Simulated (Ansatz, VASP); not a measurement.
**Rh (Rh(111) film of 2 layers): VASP beside Ansatz**

One calculation is typed for both programs; each brings its own data sets. How far apart do they land? Of the first pair: The structure shown is the start of the Ansatz relaxation below; VASP solves that cell, so the two are compared at the walk's first step.

Calculated with Ansatz 0.2.0; plane waves, with VASP 6.6.1 beside it; PBEsol.

## 1. Set-up

The cell holds 2 atoms: 2 Rh. Cell: a = 2.687 Å, b = 2.687 Å, c = 28.188 Å, α = 90.0°, β = 90.0°, γ = 120.0°. It derives from Rh. Vacuum lies along c. The height across the vacuum is the one that the program set for its solve, not the one typed.

## 2. Ansatz: relaxation, PBEsol

Ansatz runs on its PAW soft_1 files.

The two programs are compared at the cell with which this relaxation starts, whose forces are those of its first step.

input.yaml reads:

```yaml
crystal:
  lattice:
    - [2.68701, 0.0, 0.0]
    - [-1.3435, 2.32702, 0.0]
    - [0.0, 0.0, 13.19393]
  atoms:
    - { symbol: Rh, position: [0.0, 0.0, 0.41685833] }
    - { symbol: Rh, position: [0.33333333, 0.66666667, 0.58314167] }
  periodic: [true, true, false]
kpoints:
  mp_grid: { grid: [9, 9, 1] }
hamiltonian:
  xc: pbesol
  pseudopotentials: { kind: paw, azcp: { folder: soft_1 }, xc_functional: pbe }
scf:
  occupations: { method: gaussian, width: 0.1 }
output:
  forces: true
  stress: true
  eigenvalues: true
relax:
  adjacent_minimum: "off"
  f_tol: 0.05
  max_steps: 80
  cell: { stress_2d_tol: 0.02 }
```

The run is started by

```sh
$ ansatz run input.yaml --threads 4 --pin off --max-ram 20480MiB --backend cpu --events-out ev --progress --plain --runs-dir out
```

Numbers of over 12 decimals in the logs are rounded to 6 here.

Log:

```text
Warning: crystal.periodic: the lattice vector that does not repeat stood 0.000° off the slab's normal, 13.194 Å along it as the deck builds it. The run solves the slab on a vector along the normal, 28.188 Å long, with every atom where it was (on the deck's vector they left 11.00 Å outside them, and the widest stretch free of ions among them is 2.19 Å). A fractional position that the run reports is one of the run's ce [...]
The last accepted step is kept in <dir> (removed where the run ends without a failure and the disk answers)
crystal.periodic: the lattice vector that does not repeat stood 0.000° off the slab's normal, 13.194 Å along it as the deck builds it. The run solves the slab on a vector along the normal, 28.188 Å long, with every atom where it was (on the deck's vector they left 11.00 Å outside them, and the widest stretch free of ions among them is 2.19 Å). A fractional position that the run reports is one of the run's cell, which [...]
Engine: ansatz 0.2.0, aarch64-unknown-linux-gnu
Pseudopotentials: kind: paw
Pseudopotential: Rh, paw, valence charge 17, recommended cutoff 420 eV (normal), soft_1/Rh.paw.azcp
Functional definition: PBEsol
  exchange = pbesol_x
  correlation = pbesol_c
Crystal: 2 atoms, lattice volume = 176.251 Å³
Basis set: ecut = 420 eV, 3497 PW (Γ), exchange–correlation on 36×36×384 points (8 copies of the dense FFT grid, shifted against one another)
Bands: 21, of which v1, the nominal top of the filled ones, is band 17 counted from 1 (16 counted from 0)
Symmetry: 12 space group operations
Space group: P-3m1 (ITA 164), of the structure as read, at distance tolerance 5.6e-5 Å
k-points: 12 of 81
Non-local potential: Rh, projectors of the file, l = 0: 3, l = 1: 2, l = 2: 2, l = 3: 1
PAW form: soft (Blöchl's): semilocal exchange-correlation on the pseudo side does not see the compensation charge
PAW frozen core: Rh, regenerated for the run's functional, and the local potential with it (the file was generated under x = pbe(κ = 0.804, μ = 0.219515), c = pbe(β = 0.066725))
PAW one-centre angular grid: Rh, 590 points (default); XC on 64 Gauss nodes
Initial density: superposition of atomic densities (neutral atoms: chi_scale 0, normalization atom)
Initial wavefunctions: pseudopotential atomic-orbital guess
Functional: x = pbesol(κ = 0.804, μ = 0.123457), c = pbesol(β = 0.046)
SCF iter   1: F=—  HF=-12676.688473 eV  |F-HF|=—  |Δ(HF+E_count)|=         —  Δρ=4.26e-2  dr2=3.49e0  ethr=3.10e-3  ⟨swp⟩=12.2  Hψ=2040  notcnv=0
preconditioner: auto → LDOS  [metal: Δε(μ)=0.103 eV  Ē_g=5.714 eV  σ=0.100 eV  W_gap=0.48  n_scr=18 (ndim 8)  ℏωp=11.9 eV  f_vac=0.767  D(μ)=2.77/eV (n_scr^D=14)  β→1.0]
SCF iter   2: F=—  HF=-12677.964598 eV  |F-HF|=—  |Δ(HF+E_count)|=    1.28e0  Δρ=5.75e-2  dr2=8.03e0  ethr=3.10e-3  ⟨swp⟩=4.9  Hψ=916  notcnv=0  defer=1  recentre
SCF iter   3: F=—  HF=-12675.671247 eV  |F-HF|=—  |Δ(HF+E_count)|=    2.29e0  Δρ=6.07e-3  dr2=1.12e-1  ethr=3.10e-3  ⟨swp⟩=4.1  Hψ=889  notcnv=0  defer=1
[...]
SCF iter   1: F=—  HF=-12675.800014 eV  |F-HF|=—  |Δ(HF+E_count)|=         —  Δρ=7.83e-5  dr2=2.21e-6  ethr=5.21e-7  ⟨swp⟩=5.9  Hψ=3129  notcnv=0
preconditioner: auto → LDOS  [insulator: Δε(μ)=0.159 eV  Ē_g=6.099 eV  σ=0.100 eV  W_gap=0.71  n_scr=18 (ndim 8)  ℏωp=12.3 eV  f_vac=0.776  D(μ)=1.98/eV (n_scr^D=12)  ε∞_Penn≈5.0  β→1.0]
SCF iter   2: F=—  HF=-12675.800022 eV  |F-HF|=—  |Δ(HF+E_count)|=   7.66e-6  Δρ=4.43e-5  dr2=2.98e-6  ethr=6.50e-9  ⟨swp⟩=4.6  Hψ=739  notcnv=0
SCF iter   3: F=—  HF=-12675.800021 eV  |F-HF|=—  |Δ(HF+E_count)|=   7.93e-7  Δρ=1.12e-5  dr2=5.17e-7  ethr=6.50e-9  ⟨swp⟩=3.2  Hψ=573  notcnv=0
SCF iter   4: F=—  HF=-12675.800021 eV  |F-HF|=—  |Δ(HF+E_count)|=   1.01e-7  Δρ=3.54e-6  dr2=2.76e-8  ethr=1.52e-9  ⟨swp⟩=3.2  Hψ=532  notcnv=0
SCF iter   5: F=—  HF=-12675.800021 eV  |F-HF|=—  |Δ(HF+E_count)|=   1.45e-8  Δρ=7.63e-7  dr2=5.51e-10  ethr=8.13e-11  ⟨swp⟩=3.8  Hψ=600  notcnv=0
SCF iter   6: F=—  HF=-12675.800021 eV  |F-HF|=—  |Δ(HF+E_count)|=   1.83e-9  Δρ=1.60e-7  dr2=5.82e-11  ethr=1.62e-12  ⟨swp⟩=3.9  Hψ=614  notcnv=0
SCF iter   7: F=—  HF=-12675.800021 eV  |F-HF|=—  |Δ(HF+E_count)|=  7.46e-10  Δρ=3.23e-8  dr2=6.34e-12  ethr=1.00e-12  ⟨swp⟩=1.5  Hψ=296  notcnv=0
SCF iter   8: F=-12675.800021 eV  HF=-12675.800021 eV  |F-HF|=1.82e-11  |Δ(HF+E_count)|=  8.37e-11  Δρ=2.51e-8  dr2=1.29e-12  ethr=1.00e-12  ⟨swp⟩=15.4  Hψ=1964  notcnv=0
SCF 6 converged in 8 iterations: F = -12675.800021 eV  dr2 = 1.29e-12
relax step   6: F+E_penalty+E_count = -12675.80002075 eV  Δ(F+E_penalty+E_count) = +1.111e-3 eV  max|allowed force component| = 2.311e-4 eV/Å  Δτ_max = 0.0000 Å  P = +0.028 N/m  Ω = 165.092 Å³  fix = [c, alpha, beta]  reactions: c +0.000 N/m  stress off target by 2.77e-2 N/m on what of the cell is left free  SCF on the basis re-selected at this cell (its energy is not comparable with the rows above)  (8 SCF iters)
[...]
relax step   7: F+E_penalty+E_count = -12675.80001862 eV  Δ(F+E_penalty+E_count) = +2.125e-6 eV  max|allowed force component| = 8.574e-6 eV/Å  Δτ_max = 0.0000 Å  P = +0.001 N/m  Ω = 165.118 Å³  energy of the carried Pulay correction = -2.926e-6 eV  fix = [c, alpha, beta]  reactions: c +0.000 N/m  (4 SCF iters, dr2 threshold 1.29e-9 eV, accepted)
[...]
relax step   8: F+E_penalty+E_count = -12675.80001752 eV  Δ(F+E_penalty+E_count) = +1.101e-6 eV  max|allowed force component| = 1.986e-5 eV/Å  Δτ_max = 0.0000 Å  P = +0.001 N/m  Ω = 165.118 Å³  fix = [c, alpha, beta]  reactions: c +0.000 N/m  stress off target by 6.72e-4 N/m on what of the cell is left free  SCF on the basis re-selected at this cell (its energy is not comparable with the rows above)  (9 SCF iters)
basis re-selected at this cell: Δ(F+E_penalty+E_count) = +1.101e-6 eV, ΔP = +0.000 N/m vs the last step (what re-selecting the basis moved, of the pressure what is left beyond the Pulay correction that the steps carried, after the strain that the cell walked since its last selection, with what the two solves' SCF thresholds leave and, on support functions, any second-order correction that the steps lacked; it is no m [...]
SCF converged after 9 iterations
Free energy (F): -12675.800018 eV
Harris-Foulkes:  -12675.800018 eV  (|F-HF|=2.09e-10)
Internal energy: -12675.790079 eV  (E = F + TS)
E sigma→0 (E₀):  -12675.795048 eV
Entropy (-TS):   -0.009938 eV (-4.969 meV/atom)
Fermi energy:    -5.237045 eV
--- Per-component energies (eV) ---
  E_band       = -1100.668130
  E_kinetic    = 1074.736749
  E_local      = -105102.447646  (includes V_loc(G=0)·N_el)
  E_nonlocal   = 602.579078
  E_hartree    = 51704.332567
  E_xc         = -399.720769
  E_vxc        = -503.233307  (∫ρ·V_xc dr)
  E_paw        = -7081.426728  (= ΣΔE_a)
  E_vpaw       = -580.968256  (= ΣTr[D̂ρ^β])
  E_aug_tail   = 0.000150  (compensation charges beyond the density's cutoff)
  E_ewald      = 46525.604119
  E_core_change = 0.552401  (= ΣΔE_core)
  E_smearing   = -0.009938  (= −TS)
  E_closure    = -0.000000  (closes the sum)
  Σ components = -12675.800018   (vs F -12675.800018, Δ=0.00e0)
--- Forces (eV/Å), atoms counted from 1 ---
  atom   1  Rh    -0.00000000     0.00000000     0.00001986
  atom   2  Rh     0.00000000    -0.00000000    -0.00001986
  max |Σ_I F_I| component: 2.31e-18 eV/Å
--- 2D stress c σ (N/m, compression-positive) ---
        0.000672      -0.000000       0.000000
        0.000000       0.000672      -0.000000
        0.000000      -0.000000       0.000000
  P = ½ c Tr σ = 0.0007 N/m
--- Band table (eV; the first three rows and the last of 12) ---
  k-point 0: bands = [... 13 lower, -7.9204, -7.9204, -6.3828, -5.8065, -5.8065, -4.7851, -4.7851, -4.2924]
  k-point 1: bands = [... 13 lower, -7.7596, -7.5918, -6.9286, -6.0507, -5.9464, -5.1636, -4.7741, -2.7291]
  k-point 2: bands = [... 13 lower, -7.5288, -6.9998, -6.6998, -6.6023, -5.9883, -4.7920, -4.1664, -0.8720]
  k-point 11: bands = [... 13 lower, -7.9683, -7.7909, -6.1615, -5.1814, -5.1814, 3.1256, 3.2578, 3.2578]
--- Relaxed structure (6 steps of the walk, 6 accepted, 2 SCFs on fresh bases) ---
  F+E_penalty+E_count = -12675.80001752 eV   max|allowed force component| = 1.986e-5 eV/Å   (the final SCF, on the basis selected at the relaxed cell)
  cell:  # Å, volume = 165.1178 Å³
    - [2.600762, -2.7940912913568397e-6, 0]
    - [-1.300379, 2.252327, 0]
    - [0, 0, 28.187861]
  atoms:
    - { symbol: Rh, position: [4.7272650329609745e-17, -2.5299485836846722e-17, 0.195758] }
    - { symbol: Rh, position: [0.333333, 0.666667, 0.272313] }
```

In the SCF lines HF is the Harris–Foulkes energy and dr2 the Hartree energy of the density residual, in eV; the loop may stop once dr2 is under the threshold and the program's other checks hold. Hψ counts applications of the Hamiltonian.

## 3. VASP: single point, PBEsol, start cell, pair 1

The same cell, functional, mesh and smearing now go to VASP, with its own data sets.

Lines of VASP's logs that name or quote its potential files are left out, and so is its time.

INCAR reads:

```
SYSTEM = Rh
PREC = Accurate
ENCUT = 400
EDIFF = 1E-06
NELM = 120
ISMEAR = 0
SIGMA = 0.1
LREAL = .FALSE.
ALGO = Normal
GGA = PS
NBANDS = 21
LASPH = .TRUE.
LORBIT = 11
LWAVE = .FALSE.
LCHARG = .FALSE.
ISIF = 2
LDIPOL = .TRUE.
IDIPOL = 3
DIPOL = 0.5 0.5 0.234
LVHAR = .TRUE.
GGA_COMPAT = .FALSE.
NELMDL = -8
KPAR = 2
```

POSCAR reads:

```
Rh
1.0
    2.6870110000     -0.0000030000      0.0000000000
   -1.3435030000      2.3270210000      0.0000000000
    0.0000000000      0.0000000000     28.1878610000
Rh
2
Direct
    0.0000000000      0.0000000000      0.1951194523
    0.3333333858      0.6666665234      0.2729518923
```

KPOINTS reads:

```
Automatic mesh
0
Gamma
9 9 1
0 0 0
```

PAW data sets: Rh_pv (PBE family, release 64).

The run is started by

```sh
$ mpirun -np 2 vasp_std
```

Log:

```text
[banner, memory and clock lines left out]
running    2 mpi-ranks, on    1 nodes
 distrk:  each k-point on    1 cores,    2 groups
 distr:  one band on    1 cores,    1 groups

 POSCAR found type information on POSCAR Rh
 POSCAR found :  1 types and       2 ions
|                                                                             |
|               ----> ADVICE to this user running VASP <----                  |
|                                                                             |
|     You enforced a specific xc type in the INCAR file but a different       |
|     [... a line on the potential file left out ...]
|     I HOPE YOU KNOW WHAT YOU ARE DOING!                                     |
|                                                                             |

 LDA part: xc-table for (Slater+PW92), standard interpolation
 POSCAR, INCAR and KPOINTS ok, starting setup
 FFT: planning ... GRIDC
 FFT: planning ... GRID_SOFT
 FFT: planning ... GRID
 WAVECAR not read
 entering main loop
       N       E                     dE             d eps       ncg     rms          rms(c)
DAV:   1     0.173188890468E+03    0.17319E+03   -0.16567E+04   693   0.971E+02
DAV:   2    -0.958135558445E+01   -0.18277E+03   -0.17622E+03   614   0.283E+02
DAV:   3    -0.153396547885E+02   -0.57583E+01   -0.53224E+01   584   0.482E+01
DAV:   4    -0.154348981303E+02   -0.95243E-01   -0.95021E-01   678   0.632E+00
DAV:   5    -0.154365150254E+02   -0.16169E-02   -0.16168E-02   632   0.667E-01
DAV:   6    -0.154365913086E+02   -0.76283E-04   -0.76283E-04   721   0.127E-01
DAV:   7    -0.154365937071E+02   -0.23985E-05   -0.23987E-05   555   0.172E-02
DAV:   8    -0.154365938752E+02   -0.16804E-06   -0.16810E-06   416   0.395E-03    0.118E+01
DAV:   9    -0.144347954918E+02    0.10018E+01   -0.33188E+00   574   0.171E+01    0.387E+00
DAV:  10    -0.143719397859E+02    0.62856E-01   -0.16516E-01   537   0.287E+00    0.147E+00
DAV:  11    -0.143595904407E+02    0.12349E-01   -0.83322E-03   585   0.950E-01    0.260E-01
DAV:  12    -0.143575152803E+02    0.20752E-02   -0.19381E-03   575   0.384E-01    0.791E-02
DAV:  13    -0.143570758450E+02    0.43944E-03   -0.44766E-04   555   0.162E-01    0.382E-02
DAV:  14    -0.143569826639E+02    0.93181E-04   -0.29106E-04   549   0.976E-02    0.274E-02
DAV:  15    -0.143574332362E+02   -0.45057E-03   -0.12208E-04   522   0.645E-02    0.145E-02
DAV:  16    -0.143576753556E+02   -0.24212E-03   -0.30017E-05   532   0.237E-02    0.510E-03
DAV:  17    -0.143577401200E+02   -0.64764E-04   -0.90737E-06   519   0.146E-02    0.319E-03
DAV:  18    -0.143577830292E+02   -0.42909E-04   -0.96743E-06   468   0.886E-03    0.169E-03
DAV:  19    -0.143578337069E+02   -0.50678E-04   -0.22831E-06   423   0.492E-03    0.121E-03
DAV:  20    -0.143578598228E+02   -0.26116E-04   -0.10691E-06   395   0.248E-03    0.582E-04
DAV:  21    -0.143578807961E+02   -0.20973E-04   -0.13362E-06   413   0.300E-03    0.243E-04
DAV:  22    -0.143578867180E+02   -0.59219E-05   -0.26342E-07   376   0.163E-03    0.149E-04
DAV:  23    -0.143578874704E+02   -0.75243E-06   -0.24895E-08   367   0.674E-04
   1 F= -.14357887E+02 E0= -.14351346E+02  d E =-.130835E-01
```

OUTCAR, selected parts (step 3):

```text
ion  position               nearest neighbor table
   1  0.000  0.000  0.195-   2 2.69   2 2.69   2 2.69
   2  0.333  0.667  0.273-   1 2.69   1 2.69   1 2.69

  LATTYP: Found a hexagonal cell.
 ALAT       =     2.6870110000
 C/A-ratio  =    10.4904151862

 Subroutine GETGRP returns: Found 12 space group operations
 (whereof  6 operations were pure point group operations)

The static configuration has the point symmetry C_3v.
 The point group associated with its full space group is D_3d.

 Found     12 irreducible k-points:

   k-points           NKPTS =     12   k-points in BZ     NKDIM =     12   number of bands    NBANDS=     21

   dimension x,y,z NGX =    18 NGY =   18 NGZ =  192
   dimension x,y,z NGXF=    36 NGYF=   36 NGZF=  384

   ENCUT  =  400.0 eV  29.40 Ry    5.42 a.u.   4.38  4.38 45.97*2*pi/ulx,y,z

   NELECT =      30.0000    total number of electrons

 k-points in reciprocal lattice and weights: Automatic mesh
   0.00000000  0.00000000  0.00000000       0.012
   0.11111111  0.00000000  0.00000000       0.074
   0.22222222  0.00000000  0.00000000       0.074
   0.33333333  0.00000000  0.00000000       0.074
   0.44444444  0.00000000  0.00000000       0.074
   0.11111111  0.11111111  0.00000000       0.074
   0.22222222  0.11111111  0.00000000       0.148
   0.33333333  0.11111111  0.00000000       0.148
   0.44444444  0.11111111  0.00000000       0.074
   0.22222222  0.22222222  0.00000000       0.074
   0.33333333  0.22222222  0.00000000       0.148
   0.33333333  0.33333333  0.00000000       0.025

 dipolmoment           0.000000      0.000000      0.000005 electrons x Angstroem

 average (electrostatic) potential at core
       1 -84.7045       2 -84.7045

 E-fermi :  -2.5904

 k-point     1 :       0.0000    0.0000    0.0000
  band No.  band energies     occupation
    ...
     12      -4.9763      2.00000
     13      -4.9763      2.00000
     14      -3.5095      2.00000
     15      -3.1574      2.00000
     16      -3.1574      2.00000
     17      -2.2268      0.00000
     18      -2.2268      0.00000
     19      -1.4270      0.00000
     20       2.4976      0.00000
     21       2.5671      0.00000

 k-point     2 :       0.1111    0.0000    0.0000
  band No.  band energies     occupation
    ...
     12      -4.8379      2.00000
     13      -4.6982      2.00000
     14      -4.0619      2.00000
     15      -3.2717      2.00000
     16      -3.2430      2.00000
     17      -2.4847      0.13488
     18      -2.2135      0.00000
     19      -0.0989      0.00000
     20       2.8309      0.00000
     21       2.9236      0.00000

 k-point     3 :       0.2222    0.0000    0.0000
  band No.  band energies     occupation
    ...
     12      -4.6018      2.00000
     13      -4.2180      2.00000
     14      -3.9258      2.00000
     15      -3.7263      2.00000
     16      -3.2796      2.00000
     17      -2.2190      0.00000
     18      -1.5349      0.00000
     19       1.6669      0.00000
     20       3.8153      0.00000
     21       3.9771      0.00000

  Total       -4.2696357     -4.2696347     -1.8511589      0.0000002      0.0000000      0.0000000
  in kB      -38.8123393    -38.8123297    -16.8276198      0.0000016      0.0000000      0.0000000
  external PRESSURE =     -31.4840963 kB  Pullay stress =       0.0000000 kB

  energy-cutoff  :      400.00
  volume of cell :      176.25
      direct lattice vectors                 reciprocal lattice vectors
     2.687011000 -0.000003000  0.000000000     0.372160979  0.214866730  0.000000000
    -1.343503000  2.327021000  0.000000000     0.000000480  0.429734259  0.000000000
     0.000000000  0.000000000 28.187861000     0.000000000  0.000000000  0.035476264

 POSITION                                       TOTAL-FORCE (eV/Angst)
 -----------------------------------------------------------------------------------
      0.00000      0.00000      5.50000        -0.000000      0.000000      0.741713
      0.00000      1.55135      7.69393         0.000000     -0.000000     -0.741713
 -----------------------------------------------------------------------------------
    total drift:                               -0.000339      0.000339     -0.000128

  FREE ENERGIE OF THE ION-ELECTRON SYSTEM (eV)
  ---------------------------------------------------
  free  energy   TOTEN  =       -14.3578874704 eV

  energy  without entropy=      -14.3448040016  energy(sigma->0) =      -14.35134574

 vacuum level on the upper side and lower side of the slab         2.656         2.656

 total charge
# of ion       s       p       d       tot
------------------------------------------
    1        0.385   6.224   7.052  13.661
    2        0.385   6.224   7.052  13.661
--------------------------------------------------
tot          0.770  12.449  14.103  27.322

[... 3 further parts left out ...]
```

The run ends at a pressure of -3.15 GPa, with forces up to 0.74 eV/Å.

## 4. Side by side

Known differences besides the potentials themselves: Ansatz cuts the interaction across the vacuum, VASP repeats the sheet with a dipole correction (LDIPOL); the data sets hold 34 valence electrons in Ansatz (on its PAW soft_1 files) and 30 in VASP; the cutoff is 420 eV in Ansatz and 400 eV in VASP; Ansatz makes its cores anew for this functional, VASP keeps those of its PBE data sets. Total energies have different zeros and are not compared.

Forces (eV/Å; atoms numbered as in POSCAR):

| atom | Ansatz x, y, z | VASP x, y, z |
| --- | --- | --- |
| Rh1 | 0.000, 0.000, 0.736 | 0.000, 0.000, 0.742 |
| Rh2 | 0.000, 0.000, -0.736 | 0.000, 0.000, -0.742 |

The forces differ by 3.2 meV/Å r.m.s., which is 0.7 % of the r.m.s. force of 0.428 eV/Å (both taken over all components). Where the cell holds vacuum, a pressure given here is an average over it and none of the material.

## 5. Ansatz: relaxation, PBEsol

This run makes the geometry at which the two programs are then compared.

The structure compared here is the end of the Ansatz relaxation.

This is the run of step 2 again, met here at its other cell.

(Part 1 of 2 ends here.)

[Lines on the potential files, build, host, timing and source positions are cut from VASP's logs without a mark.]

[Logs are printed without paths, hosts, clocks, repeated set-up lines and the standing remarks that a program may print on its own settings, such as how far it seeks lower states.]

[Hosts, paths, dates, database ids (printed as entryN), source tags and the programs' standing remarks are cut or masked in the printed files.]
